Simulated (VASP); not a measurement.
Output of a VASP run:

OSZICAR:
```
       N       E                     dE             d eps       ncg     rms          rms(c)
DAV:   1     0.141767409579E+03    0.14177E+03   -0.89613E+03  2896   0.170E+03
DAV:   2    -0.125877968426E+02   -0.15436E+03   -0.14730E+03  3000   0.419E+02
DAV:   3    -0.250674656361E+02   -0.12480E+02   -0.12174E+02  3560   0.116E+02
DAV:   4    -0.257061542956E+02   -0.63869E+00   -0.63467E+00  3896   0.253E+01
DAV:   5    -0.257259127765E+02   -0.19758E-01   -0.19755E-01  3792   0.379E+00    0.193E+01
DAV:   6    -0.210666758221E+02    0.46592E+01   -0.29437E+01  3488   0.717E+01    0.675E+00
DAV:   7    -0.208148728192E+02    0.25180E+00   -0.29287E+00  3360   0.222E+01    0.515E+00
DAV:   8    -0.208810380670E+02   -0.66165E-01   -0.10907E+00  3092   0.151E+01    0.431E+00
DAV:   9    -0.207848395790E+02    0.96198E-01   -0.25694E-01  3072   0.806E+00    0.102E+00
DAV:  10    -0.207839334142E+02    0.90616E-03   -0.86067E-02  3132   0.438E+00    0.776E-01
DAV:  11    -0.207807539299E+02    0.31795E-02   -0.13836E-02  3068   0.178E+00    0.102E-01
DAV:  12    -0.207807104870E+02    0.43443E-04   -0.85775E-04  4440   0.427E-01    0.379E-02
DAV:  13    -0.207807105814E+02   -0.94404E-07   -0.89846E-05  3540   0.137E-01    0.888E-03
DAV:  14    -0.207807106367E+02   -0.55365E-07   -0.33237E-06  3312   0.206E-02    0.158E-03
DAV:  15    -0.207807107481E+02   -0.11134E-06   -0.26222E-07  3096   0.752E-03    0.169E-03
DAV:  16    -0.207807106564E+02    0.91674E-07   -0.31432E-08  1540   0.216E-03
   1 F= -.20780711E+02 E0= -.20780801E+02  d E =0.270153E-03
```

File OUTCAR:
```
------------------------ aborting loop because EDIFF is reached ----------------------------------------
  FORCE on cell =-STRESS in cart. coord.  units (eV):
  Direction    XX          YY          ZZ          XY          YZ          ZX
  --------------------------------------------------------------------------------------
  Total       -0.0043978     -0.0043978     -0.0043978      0.0000000      0.0000000     -0.0000000
  in kB       -0.3786988     -0.3786988     -0.3786988      0.0000000      0.0000000     -0.0000000
  external PRESSURE =      -0.3786988 kB  Pullay stress =       0.0000000 kB
  volume of cell :       18.61
      direct lattice vectors                 reciprocal lattice vectors
     0.000000000  2.103167704  2.103167704    -0.237736629  0.237736629  0.237736629
     2.103167704  0.000000000  2.103167704     0.237736629 -0.237736629  0.237736629
     2.103167704  2.103167704  0.000000000     0.237736629  0.237736629 -0.237736629
 POSITION                                       TOTAL-FORCE (eV/Angst)
 -----------------------------------------------------------------------------------
      0.00000      0.00000      0.00000         0.000000     -0.000000      0.000000
      2.10317      2.10317      2.10317         0.000000      0.000000      0.000000
 -----------------------------------------------------------------------------------
    total drift:                                0.000000     -0.000000     -0.000000
  FREE ENERGIE OF THE ION-ELECTRON SYSTEM (eV)
  ---------------------------------------------------
  free  energy   TOTEN  =       -20.7807106564 eV

  energy  without entropy=      -20.7809808096  energy(sigma->0) =      -20.78080071
```
(Selected blocks of OUTCAR.)

POSCAR:
```
TiN
1
    0.0000000000     2.1031677039     2.1031677039
    2.1031677039     0.0000000000     2.1031677039
    2.1031677039     2.1031677039     0.0000000000
Ti N
1 1
Direct
  0.0000000000   0.0000000000   0.0000000000
  0.5000000000   0.5000000000   0.5000000000
```

Problem. Reconstruct the remaining input files.

Solution. Several could match; the one computed here: the input of the run itself, PBEsol GGA, plane waves, VASP's PBE PAW potentials (set 64).

### KPOINTS
```
Automatic mesh
0
Gamma
15 15 15
0 0 0
```

**INCAR**
```
SYSTEM = TiN
PREC = Accurate
ENCUT = 520
EDIFF = 1E-7
NELM = 100
ALGO = Normal
LREAL = .FALSE.
LASPH = .TRUE.
ISMEAR = 1
SIGMA = 0.1
GGA = PS
LMAXMIX = 4
LWAVE = .FALSE.
LCHARG = .FALSE.
ISIF = 2
```

POTCAR, in this order: Ti_sv N (PBE.64 set). Program: vasp_std.

The compound is TiN in the rock salt structure. It was relaxed first. The electron count is odd and the run is not spin-polarised, which forces a metal.
